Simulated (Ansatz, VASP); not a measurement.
# SnTe in two plane-wave programs

Aim: how closely do two programs agree when they are given the same cell, functional and k mesh? The cell is taken from a series of runs on this material, whose earlier steps may have relaxed, scaled, displaced or heated it; both programs get it as it stands.

Main program and level: Ansatz 0.2.0; plane waves, with VASP 6.6.1 beside it; zone-centre phonons at PBEsol.

### Step 1. The starting structure

The structure is orthorhombic, space group Immm (No. 71). The conventional cell has a = 4.344 Å, b = 4.624 Å, c = 6.286 Å, α = 90.00°, β = 90.00°, γ = 90.00°. Sn has 6 Te at 3.14 to 3.17 Å nearest. Nearest to Te lie 6 Sn at 3.14 to 3.17 Å. Farther neighbours and most contacts between anions are not listed.

As a file:

```cif
data_structure
_symmetry_space_group_name_H-M 'Immm'
_symmetry_Int_Tables_number 71
_cell_length_a 4.3444
_cell_length_b 4.6243
_cell_length_c 6.2858
_cell_angle_alpha 90.000
_cell_angle_beta 90.000
_cell_angle_gamma 90.000
_cell_volume 126.28
loop_
_atom_site_label
_atom_site_type_symbol
_atom_site_symmetry_multiplicity
_atom_site_Wyckoff_symbol
_atom_site_fract_x
_atom_site_fract_y
_atom_site_fract_z
_atom_site_occupancy
Sn1 Sn 2 a 0.00000 0.00000 0.00000 1
Te1 Te 2 c 0.00000 0.00000 0.50000 1
```

### Step 2. VASP: zone-centre phonons, PBEsol

Second derivatives magnify differences that forces hide, and they need a tight electronic threshold.

Lines of VASP's logs that name or quote its potential files are left out, and so is its time.

Contents of INCAR:

```
SYSTEM = SnTe
PREC = Accurate
ENCUT = 500
EDIFF = 1E-08
NELM = 120
ISMEAR = 0
SIGMA = 0.01
LREAL = .FALSE.
ALGO = Normal
GGA = PS
NBANDS = 16
LORBIT = 11
LWAVE = .FALSE.
LCHARG = .FALSE.
ISIF = 2
IBRION = 8
LASPH = .TRUE.
GGA_COMPAT = .FALSE.
KPAR = 2
```

Contents of POSCAR:

```
SnTe
1.0
    0.0989840762      3.1709122165      3.1429198214
    3.1709122165      0.0989840762      3.1429198214
    3.2698962926      3.2698962926     -0.0000000001
Sn Te
1 1
Direct
    0.0000000000      0.0000000000      0.0000000000
    0.5000000000      0.5000000000      0.5000000000
```

Contents of KPOINTS:

```
Automatic mesh
0
Gamma
12 12 12
0 0 0
```

The projector-augmented-wave data sets are Sn_d and Te (PBE family, release 64).

Command:

```
mpirun -np 2 vasp_std
```

Numbers of over 12 decimals in the logs are rounded to 6 here.

What it wrote:

```text
[banner, memory and clock lines left out]
running    2 mpi-ranks, on    1 nodes
 distrk:  each k-point on    1 cores,    2 groups
 distr:  one band on    1 cores,    1 groups

 POSCAR found type information on POSCAR SnTe
 POSCAR found :  2 types and       2 ions
|                                                                             |
|               ----> ADVICE to this user running VASP <----                  |
|                                                                             |
|     You enforced a specific xc type in the INCAR file but a different       |
|     [... a line on the potential file left out ...]
|     I HOPE YOU KNOW WHAT YOU ARE DOING!                                     |
|                                                                             |

 LDA part: xc-table for (Slater+PW92), standard interpolation
 POSCAR, INCAR and KPOINTS ok, starting setup
 FFT: planning ... GRIDC
 FFT: planning ... GRID_SOFT
 FFT: planning ... GRID
 WAVECAR not read
 entering main loop
       N       E                     dE             d eps       ncg     rms          rms(c)
DAV:   1     0.121006391694E+03    0.12101E+03   -0.94649E+03  9032   0.140E+03
DAV:   2     0.162890104045E+01   -0.11938E+03   -0.11671E+03  9880   0.344E+02
DAV:   3    -0.811550993532E+01   -0.97444E+01   -0.97057E+01 11200   0.870E+01
DAV:   4    -0.837272972273E+01   -0.25722E+00   -0.25716E+00 10960   0.154E+01
DAV:   5    -0.838401601197E+01   -0.11286E-01   -0.11286E-01 13328   0.296E+00    0.455E+00
DAV:   6    -0.832579830612E+01    0.58218E-01   -0.13391E-01 12792   0.288E+00    0.284E+00
DAV:   7    -0.832357156621E+01    0.22267E-02   -0.46777E-02 11728   0.132E+00    0.739E-01
DAV:   8    -0.832308660601E+01    0.48496E-03   -0.67865E-03 11416   0.716E-01    0.145E-01
DAV:   9    -0.832314332144E+01   -0.56715E-04   -0.57831E-04 12640   0.219E-01    0.326E-02
DAV:  10    -0.832312727025E+01    0.16051E-04   -0.64943E-05 11848   0.733E-02    0.205E-02
DAV:  11    -0.832312673156E+01    0.53869E-06   -0.29545E-05 12120   0.449E-02    0.245E-02
DAV:  12    -0.832312658172E+01    0.14984E-06   -0.22108E-06 11216   0.111E-02    0.125E-02
DAV:  13    -0.832312646223E+01    0.11950E-06   -0.96401E-08 12312   0.212E-03    0.819E-03
DAV:  14    -0.832312639876E+01    0.63470E-07   -0.17607E-07 11976   0.499E-03    0.241E-03
DAV:  15    -0.832312634783E+01    0.50924E-07   -0.22428E-08  9944   0.674E-04    0.626E-04
DAV:  16    -0.832312635474E+01   -0.69040E-08   -0.66712E-10  5744   0.198E-04
   1 F= -.83231264E+01 E0= -.83231264E+01  d E =-.403208E-10
 Linear response reoptimize wavefunctions to high precision
DAV:   1    -0.832312637611E+01   -0.21377E-07   -0.34153E-10  7112   0.214E-04
DAV:   2    -0.832312637610E+01    0.14552E-10   -0.48648E-11  5536   0.533E-05
 Linear response DOF=           4
 Linear response progress:
  Degree of freedom:   1/  4
       N       E                     dE             d eps       ncg     rms          rms(c)
RMM:   1    -0.215467032661E+00   -0.21547E+00    0.28851E-01 18402   0.104E+01
RMM:   2    -0.220629651979E+00   -0.51626E-02   -0.12064E-02 27180   0.869E-01    0.773E-02
RMM:   3    -0.220465875302E+00    0.16378E-03   -0.95714E-04 30047   0.247E-01    0.415E-02
RMM:   4    -0.220169490657E+00    0.29638E-03   -0.85256E-05 30081   0.740E-02    0.883E-03
RMM:   5    -0.220153363997E+00    0.16127E-04   -0.81149E-06 31103   0.229E-02    0.377E-03
RMM:   6    -0.220158005587E+00   -0.46416E-05   -0.12211E-06 30551   0.771E-03    0.135E-03
RMM:   7    -0.220158176245E+00   -0.17066E-06   -0.30820E-07 31350   0.300E-03    0.729E-04
RMM:   8    -0.220155253939E+00    0.29223E-05    0.12821E-07 30287   0.131E-03    0.109E-04
RMM:   9    -0.220155453883E+00   -0.19994E-06    0.32661E-07 32074   0.581E-04    0.239E-04
RMM:  10    -0.220155260710E+00    0.19317E-06    0.39253E-07 31790   0.276E-04    0.185E-04
RMM:  11    -0.220155273850E+00   -0.13140E-07    0.36306E-07 33487   0.137E-04    0.237E-04
RMM:  12    -0.220154995366E+00    0.27848E-06    0.19518E-07 30347   0.939E-05    0.158E-04
RMM:  13    -0.220154894079E+00    0.10129E-06    0.86302E-08 31621   0.496E-05    0.963E-05
RMM:  14    -0.220154854509E+00    0.39570E-07    0.43491E-08 31874   0.262E-05    0.796E-05
RMM:  15    -0.220154754224E+00    0.10029E-06    0.20609E-08 29550   0.206E-05    0.362E-05
RMM:  16    -0.220154710250E+00    0.43974E-07    0.10153E-08 31578   0.146E-05    0.159E-05
RMM:  17    -0.220154700224E+00    0.10026E-07    0.30984E-09 26795   0.101E-05    0.102E-05
RMM:  18    -0.220154689037E+00    0.11187E-07    0.21161E-09 25067   0.866E-06    0.355E-06
RMM:  19    -0.220154688664E+00    0.37357E-09    0.75455E-10 18246   0.757E-06    0.251E-06
 first order change of Fermi-energy  -0.22274E-04
 force on displaced ion       1 direction 1 :  -0.009   0.333  -0.000
 Linear response progress:
  Degree of freedom:   2/  4
       N       E                     dE             d eps       ncg     rms          rms(c)
RMM:   1    -0.215686899357E+00   -0.21569E+00    0.28067E-01 10857   0.102E+01
RMM:   2    -0.220777051948E+00   -0.50902E-02   -0.12131E-02 15873   0.866E-01    0.826E-02
RMM:   3    -0.220585880121E+00    0.19117E-03   -0.94913E-04 17537   0.245E-01    0.447E-02
RMM:   4    -0.220263719936E+00    0.32216E-03   -0.90340E-05 17515   0.752E-02    0.841E-03
RMM:   5    -0.220254246214E+00    0.94737E-05   -0.81718E-06 18037   0.229E-02    0.376E-03
RMM:   6    -0.220259826733E+00   -0.55805E-05   -0.12912E-06 17738   0.792E-03    0.133E-03
RMM:   7    -0.220259338205E+00    0.48853E-06   -0.32651E-07 18314   0.308E-03    0.795E-04
RMM:   8    -0.220256623407E+00    0.27148E-05    0.23804E-07 17753   0.134E-03    0.141E-04
RMM:   9    -0.220256610580E+00    0.12827E-07    0.50366E-07 18730   0.601E-04    0.256E-04
RMM:  10    -0.220256392774E+00    0.21781E-06    0.65473E-07 18514   0.288E-04    0.195E-04
RMM:  11    -0.220256413893E+00   -0.21119E-07    0.57061E-07 19556   0.144E-04    0.264E-04
RMM:  12    -0.220256158924E+00    0.25497E-06    0.29477E-07 17736   0.919E-05    0.151E-04
RMM:  13    -0.220256038765E+00    0.12016E-06    0.13215E-07 18374   0.504E-05    0.712E-05
RMM:  14    -0.220255993674E+00    0.45091E-07    0.63546E-08 18935   0.268E-05    0.495E-05
RMM:  15    -0.220255912619E+00    0.81056E-07    0.33380E-08 17382   0.195E-05    0.129E-05
RMM:  16    -0.220255889897E+00    0.22722E-07    0.13601E-08 17971   0.130E-05    0.326E-06
RMM:  17    -0.220255886096E+00    0.38008E-08    0.62848E-09 13526   0.933E-06    0.939E-07
 first order change of Fermi-energy   0.13465E-03
 force on displaced ion       1 direction 3 :  -0.000  -0.000  -0.227
 Linear response progress:
  Degree of freedom:   3/  4
       N       E                     dE             d eps       ncg     rms          rms(c)
RMM:   1    -0.469613853497E-01   -0.46961E-01    0.67045E-02 33054   0.851E-01
RMM:   2    -0.475351574615E-01   -0.57377E-03   -0.19475E-03 28755   0.211E-01    0.604E-02
RMM:   3    -0.477103078458E-01   -0.17515E-03   -0.15764E-04 29228   0.608E-02    0.459E-02
RMM:   4    -0.479697966943E-01   -0.25949E-03   -0.23180E-05 28880   0.307E-02    0.612E-03
RMM:   5    -0.479841564910E-01   -0.14360E-04   -0.10040E-06 29781   0.729E-03    0.308E-03
RMM:   6    -0.479825924775E-01    0.15640E-05   -0.97210E-08 29037   0.216E-03    0.682E-04
RMM:   7    -0.479816855286E-01    0.90695E-06   -0.88060E-09 29731   0.495E-04    0.139E-04
RMM:   8    -0.479816230038E-01    0.62525E-07   -0.29714E-08 29179   0.166E-04    0.277E-05
RMM:   9    -0.479815467665E-01    0.76237E-07    0.20889E-07 31299   0.520E-05    0.175E-05
RMM:  10    -0.479816136882E-01   -0.66922E-07    0.22099E-07 32088   0.156E-05    0.325E-06
RMM:  11    -0.479815886838E-01    0.25004E-07    0.40509E-08 29409   0.788E-06    0.916E-07
RMM:  12    -0.479815917516E-01   -0.30678E-08   -0.70923E-09 22849   0.418E-06    0.560E-07
 first order change of Fermi-energy  -0.10906E-03
 force on displaced ion       2 direction 1 :  -0.022   0.343  -0.000
 Linear response progress:
  Degree of freedom:   4/  4
       N       E                     dE             d eps       ncg     rms          rms(c)
RMM:   1    -0.469944047092E-01   -0.46994E-01    0.68777E-02 19214   0.862E-01
RMM:   2    -0.476118353677E-01   -0.61743E-03   -0.19729E-03 16860   0.214E-01    0.644E-02
RMM:   3    -0.477904271422E-01   -0.17859E-03   -0.16060E-04 17106   0.621E-02    0.487E-02
RMM:   4    -0.480597495614E-01   -0.26932E-03   -0.24246E-05 16891   0.316E-02    0.620E-03
RMM:   5    -0.480722437857E-01   -0.12494E-04   -0.10813E-06 17421   0.756E-03    0.314E-03
RMM:   6    -0.480706092958E-01    0.16345E-05   -0.98514E-08 16944   0.219E-03    0.691E-04
RMM:   7    -0.480699569816E-01    0.65231E-06   -0.81736E-09 17312   0.495E-04    0.143E-04
RMM:   8    -0.480698636284E-01    0.93353E-07   -0.81809E-08 16997   0.167E-04    0.278E-05
RMM:   9    -0.480697859315E-01    0.77697E-07    0.20522E-07 18314   0.533E-05    0.187E-05
RMM:  10    -0.480698521446E-01   -0.66213E-07    0.26178E-07 18753   0.151E-05    0.330E-06
RMM:  11    -0.480698293218E-01    0.22823E-07    0.40660E-08 17225   0.709E-06    0.106E-06
RMM:  12    -0.480698306797E-01   -0.13578E-08   -0.14828E-08 12802   0.365E-06    0.536E-07
 first order change of Fermi-energy  -0.95738E-04
 force on displaced ion       2 direction 3 :  -0.000  -0.000  -0.233
 Linear response finished
```

Parts of OUTCAR (step 2):

```text
ion  position               nearest neighbor table
   1  0.000  0.000  0.000-   2 3.14   2 3.14   2 3.17   2 3.17   2 3.17   2 3.17
   2  0.500  0.500  0.500-   1 3.14   1 3.14   1 3.17   1 3.17   1 3.17   1 3.17

  LATTYP: Found a body centered orthorhombic cell.
 ALAT       =     4.3443624386
 B/A-ratio  =     1.0644442654
 C/A-ratio  =     1.4468957716

 Subroutine GETGRP returns: Found  8 space group operations
 (whereof  8 operations were pure point group operations)

The static configuration has the point symmetry D_2h.

 Found    280 irreducible k-points:

   k-points           NKPTS =    280   k-points in BZ     NKDIM =    280   number of bands    NBANDS=     16

   dimension x,y,z NGX =    36 NGY =   36 NGZ =   36
   dimension x,y,z NGXF=    72 NGYF=   72 NGZF=   72

   ENCUT  =  500.0 eV  36.75 Ry    6.06 a.u.   8.14  8.14  8.43*2*pi/ulx,y,z

   NELECT =      20.0000    total number of electrons

 k-points in reciprocal lattice and weights: Automatic mesh
   0.00000000  0.00000000  0.00000000       0.001
   0.08333333 -0.00000000  0.00000000       0.002
   0.16666667 -0.00000000 -0.00000000       0.002
   0.25000000 -0.00000000  0.00000000       0.002
   0.33333333 -0.00000000  0.00000000       0.002
   0.41666667 -0.00000000 -0.00000000       0.002
   0.50000000 -0.00000000  0.00000000       0.001
   0.08333333  0.08333333  0.00000000       0.001
   0.16666667  0.08333333 -0.00000000       0.002
[...]
0.25000000  0.25000000  0.50000000       0.001
  -0.25000000  0.25000000  0.50000000       0.001

 average (electrostatic) potential at core
       1-100.5279       2 -87.7850

  Total       -0.4166127     -0.4166127      0.0026817     -0.4170243      0.0000000      0.0000000
  in kB      -10.5714538    -10.5714538      0.0680481    -10.5818994      0.0000000      0.0000000
  external PRESSURE =      -7.0249531 kB  Pullay stress =       0.0000000 kB

  energy-cutoff  :      500.00
  volume of cell :       63.14
      direct lattice vectors                 reciprocal lattice vectors
     0.098984076  3.170912217  3.142919821    -0.162764224  0.162764224  0.159087736
     3.170912217  0.098984076  3.142919821     0.162764224 -0.162764224  0.159087736
     3.269896293  3.269896293 -0.000000000     0.152910048  0.152910048 -0.159087736

 POSITION                                       TOTAL-FORCE (eV/Angst)
 -----------------------------------------------------------------------------------
      0.00000      0.00000      0.00000        -0.000000      0.000000      0.000000
      3.26990      3.26990      3.14292         0.000000     -0.000000     -0.000000
 -----------------------------------------------------------------------------------
    total drift:                               -0.000000      0.000000      0.000000

 Eigenvectors and eigenvalues of the dynamical matrix
 ----------------------------------------------------

   1 f  =    1.185050 THz     7.445891 2PiTHz   39.529023 cm-1     4.900972 meV
             X         Y         Z           dx          dy          dz
      0.000000  0.000000  0.000000    -0.500761    0.500761   -0.000000
      3.269896  3.269896  3.142920     0.499238   -0.499238    0.000000

   2 f  =    0.956097 THz     6.007338 2PiTHz   31.891979 cm-1     3.954100 meV
             X         Y         Z           dx          dy          dz
      0.000000  0.000000  0.000000    -0.000000   -0.000000   -0.715579
      3.269896  3.269896  3.142920     0.000000    0.000000    0.698532

   3 f  =    0.002333 THz     0.014659 2PiTHz    0.077824 cm-1     0.009649 meV
             X         Y         Z           dx          dy          dz
      0.000000  0.000000  0.000000    -0.489844   -0.489844    0.000000
      3.269896  3.269896  3.142920    -0.509954   -0.509954    0.000000

   4 f/i=    0.005733 THz     0.036022 2PiTHz    0.191236 cm-1     0.023710 meV
             X         Y         Z           dx          dy          dz
      0.000000  0.000000  0.000000     0.000000    0.000000    0.698532
      3.269896  3.269896  3.142920     0.000000    0.000000    0.715579

   5 f/i=    0.019587 THz     0.123067 2PiTHz    0.653341 cm-1     0.081004 meV
             X         Y         Z           dx          dy          dz
      0.000000  0.000000  0.000000     0.499238   -0.499238    0.000000
      3.269896  3.269896  3.142920     0.500761   -0.500761    0.000000

   6 f/i=    1.132298 THz     7.114440 2PiTHz   37.769408 cm-1     4.682808 meV
             X         Y         Z           dx          dy          dz
      0.000000  0.000000  0.000000    -0.509954   -0.509954    0.000000
      3.269896  3.269896  3.142920     0.489844    0.489844   -0.000000

 ELASTIC MODULI CONTR FROM IONIC RELAXATION (kBar)
 Direction    XX          YY          ZZ          XY          YZ          ZX
 --------------------------------------------------------------------------------
 XX           0.0000      0.0000      0.0000      0.0000      0.0000      0.0000
 YY           0.0000      0.0000      0.0000      0.0000      0.0000      0.0000
 ZZ           0.0000      0.0000      0.0000      0.0000      0.0000      0.0000
 XY           0.0000      0.0000      0.0000      0.0000      0.0000      0.0000
 YZ           0.0000      0.0000      0.0000      0.0000      0.0000      0.0000
 ZX           0.0000      0.0000      0.0000      0.0000      0.0000      0.0000
 --------------------------------------------------------------------------------
```

(Continued in part 2 of 2.)

[Lines on the potential files, build, host, timing and source positions are cut from VASP's logs without a mark.]

[Logs are printed without paths, hosts, clocks, repeated set-up lines and the standing remarks that a program may print on its own settings, such as how far it seeks lower states.]

[Hosts, paths, dates, database ids (printed as entryN), source tags and the programs' standing remarks are cut or masked in the printed files.]
